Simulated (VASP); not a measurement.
Calculation: vdW-DF2, VASP's PBE PAW potentials (set 64) (plane waves; VASP).

Input for VASP

**KPOINTS**
```
Automatic
0
G
 11 11 7
```

File POSCAR:
```
Tb
1
    1.8070523323    -3.1299059738     0.0000000000
    1.8070523323     3.1299059738     0.0000000000
    0.0000000000     0.0000000000     5.6245836261
Tb
2
Direct
  0.3333330000   0.6666670000   0.2500000000
  0.6666670000   0.3333330000   0.7500000000
```

### INCAR
```
SYSTEM = Tb
PREC = Accurate
ENCUT = 520
EDIFF = 1E-7
NELM = 100
ALGO = Normal
LREAL = .FALSE.
LASPH = .TRUE.
ISMEAR = 1
SIGMA = 0.1
GGA = ML
ZAB_VDW = -1.8867
LUSE_VDW = .TRUE.
AGGAC = 0.0
LMAXMIX = 6
LWAVE = .FALSE.
LCHARG = .FALSE.
ISIF = 4
IBRION = 2
NSW = 30
EDIFFG = -0.01
```

POTCAR, in this order: Tb_3 (PBE.64 set). Program: vasp_std.

Output

File OUTCAR:
```
 ion  position               nearest neighbor table
   1  0.333  0.667  0.250-   2 3.50   2 3.50   2 3.50   2 3.50   2 3.50   2 3.50
   2  0.667  0.333  0.750-   1 3.50   1 3.50   1 3.50   1 3.50   1 3.50   1 3.50
  LATTYP: Found a hexagonal cell.
 ALAT       =     3.6141042509
 C/A-ratio  =     1.5562870453
 Subroutine PRICEL returns:
 Original cell was already a primitive cell.
 Subroutine GETGRP returns: Found 24 space group operations
The static configuration has the point symmetry D_3d.
 The point group associated with its full space group is D_6h.
The dynamic configuration has the point symmetry D_3d.
 Subroutine INISYM returns: Found 24 space group operations
 Subroutine IBZKPT returns following result:
 Found     64 irreducible k-points:

 Following reciprocal coordinates:
            Coordinates               Weight
  0.000000  0.000000  0.000000      1.000000
  0.090909 -0.000000  0.000000      6.000000
  0.181818 -0.000000  0.000000      6.000000
  0.272727 -0.000000  0.000000      6.000000
  0.363636  0.000000  0.000000      6.000000
  0.454545 -0.000000  0.000000      6.000000
  0.090909  0.090909  0.000000      6.000000
  0.181818  0.090909  0.000000     12.000000
  0.272727  0.090909  0.000000     12.000000
  0.363636  0.090909  0.000000     12.000000
  0.454545  0.090909  0.000000      6.000000
  0.181818  0.181818  0.000000      6.000000
  0.272727  0.181818  0.000000     12.000000
  0.363636  0.181818  0.000000     12.000000
  0.272727  0.272727  0.000000      6.000000
  0.363636  0.272727  0.000000      6.000000
  0.000000  0.000000  0.142857      2.000000
  0.090909 -0.000000  0.142857     12.000000
  0.181818 -0.000000  0.142857     12.000000
  0.272727 -0.000000  0.142857     12.000000
  0.363636  0.000000  0.142857     12.000000
  0.454545 -0.000000  0.142857     12.000000
...
```

File OSZICAR:
```
       N       E                     dE             d eps       ncg     rms          rms(c)
DAV:   1     0.489377059039E+02    0.48938E+02   -0.89253E+03  1664   0.123E+03
DAV:   2    -0.553261764599E+00   -0.49491E+02   -0.48258E+02  1754   0.259E+02
DAV:   3    -0.271387119927E+01   -0.21606E+01   -0.20572E+01  2235   0.315E+01
DAV:   4    -0.276441200572E+01   -0.50541E-01   -0.49835E-01  1979   0.481E+00
DAV:   5    -0.276578500061E+01   -0.13730E-02   -0.13725E-02  2385   0.652E-01    0.222E+01
DAV:   6    -0.279290943860E+01   -0.27124E-01   -0.22396E-02  1904   0.130E+00    0.134E+01
DAV:   7    -0.281496286122E+01   -0.22053E-01   -0.45857E-02  1857   0.193E+00    0.253E-01
DAV:   8    -0.281518736898E+01   -0.22451E-03   -0.22876E-03  2064   0.382E-01    0.124E-01
DAV:   9    -0.281531022352E+01   -0.12285E-03   -0.31754E-04  1964   0.139E-01    0.403E-02
DAV:  10    -0.281529411430E+01    0.16109E-04   -0.57582E-05  1989   0.566E-02    0.512E-02
DAV:  11    -0.281530223304E+01   -0.81187E-05   -0.16150E-05  1959   0.311E-02    0.218E-03
DAV:  12    -0.281530281418E+01   -0.58113E-06   -0.50794E-07  2275   0.546E-03    0.535E-03
DAV:  13    -0.281530256049E+01    0.25369E-06   -0.11395E-07  1272   0.272E-03    0.243E-04
DAV:  14    -0.281530255514E+01    0.53490E-08   -0.18052E-08  1147   0.133E-03
   1 F= -.28153026E+01 E0= -.28150390E+01  d E =-.281530E+01
       N       E                     dE             d eps       ncg     rms          rms(c)
DAV:   1    -0.282308658645E+01   -0.77840E-02   -0.28736E-01  1674   0.394E+00    0.347E-01
DAV:   2    -0.281923778279E+01    0.38488E-02   -0.51110E-03  1984   0.612E-01    0.203E-01
DAV:   3    -0.281759935103E+01    0.16384E-02   -0.23190E-03  2130   0.356E-01    0.859E-02
DAV:   4    -0.281761545982E+01   -0.16109E-04   -0.29816E-04  2057   0.128E-01    0.459E-02
DAV:   5    -0.281761790334E+01   -0.24435E-05   -0.83048E-06  2099   0.234E-02    0.801E-03
DAV:   6    -0.281761808456E+01   -0.18121E-06   -0.10335E-06  2309   0.760E-03    0.208E-03
DAV:   7    -0.281761808252E+01    0.20425E-08   -0.11804E-07  1140   0.353E-03
   2 F= -.28176181E+01 E0= -.28176169E+01  d E =-.231553E-02
       N       E                     dE             d eps       ncg     rms          rms(c)
DAV:   1    -0.281978296035E+01   -0.21649E-02   -0.93865E-02  1674   0.225E+00    0.201E-01
DAV:   2    -0.281850292100E+01    0.12800E-02   -0.16768E-03  1964   0.352E-01    0.117E-01
DAV:   3    -0.281796161199E+01    0.54131E-03   -0.77859E-04  2107   0.207E-01    0.493E-02
DAV:   4    -0.281796803205E+01   -0.64201E-05   -0.10053E-04  2046   0.743E-02    0.261E-02
DAV:   5    -0.281796899743E+01   -0.96538E-06   -0.28013E-06  2062   0.134E-02    0.484E-03
DAV:   6    -0.281796909154E+01   -0.94108E-07   -0.35516E-07  2200   0.444E-03
   3 F= -.28179691E+01 E0= -.28180136E+01  d E =-.266654E-02
```

OUTCAR:
```
------------------------ aborting loop because EDIFF is reached ----------------------------------------
  FORCE on cell =-STRESS in cart. coord.  units (eV):
  Direction    XX          YY          ZZ          XY          YZ          ZX
  --------------------------------------------------------------------------------------
  Total        1.0174730      1.0174726      1.0162817     -0.0000000      0.0000000      0.0000000
  in kB       25.6218847     25.6218763     25.5918857     -0.0000000      0.0000000      0.0000000
  external PRESSURE =      25.6118822 kB  Pullay stress =       0.0000000 kB
  volume of cell :       63.62
      direct lattice vectors                 reciprocal lattice vectors
     1.796622796 -3.111841457  0.000000000     0.278299931 -0.160676566  0.000000000
     1.796622796  3.111841457 -0.000000000     0.278299931  0.160676566 -0.000000000
     0.000000000  0.000000000  5.690075528     0.000000000  0.000000000  0.175744592
 POSITION                                       TOTAL-FORCE (eV/Angst)
 -----------------------------------------------------------------------------------
      1.79662      1.03728      1.42252         0.000000     -0.000000      0.000000
      1.79662     -1.03728      4.26756        -0.000000      0.000000      0.000000
 -----------------------------------------------------------------------------------
    total drift:                               -0.000003      0.000110     -0.000012
  FREE ENERGIE OF THE ION-ELECTRON SYSTEM (eV)
  ---------------------------------------------------
  free  energy   TOTEN  =        -2.8179690915 eV

  energy  without entropy=       -2.8181026861  energy(sigma->0) =       -2.81801362

 reached required accuracy - stopping structural energy minimisation
```
(Selected blocks of OUTCAR.)

**CONTCAR**
```
Tb
   1.00000000000000
     1.7966227956241969   -3.1118414570283632    0.0000000000000000
     1.7966227956241969    3.1118414570283632   -0.0000000000000000
     0.0000000000000000    0.0000000000000000    5.6900755282192046
  Tb
     2
Direct
     0.3333330000000032    0.6666669999999968    0.2500000000000000
     0.6666669999999968    0.3333330000000032    0.7500000000000000
```

The 4f electrons are frozen in the core of the lanthanide potential, so 4f levels, which can set the real gap, and their magnetism are missing.

The compound is Tb in the hcp structure. This cell is one point of a volume scan, at 0.94 of the reference volume. Symmetry was kept, so distortions that lower it aren't found.
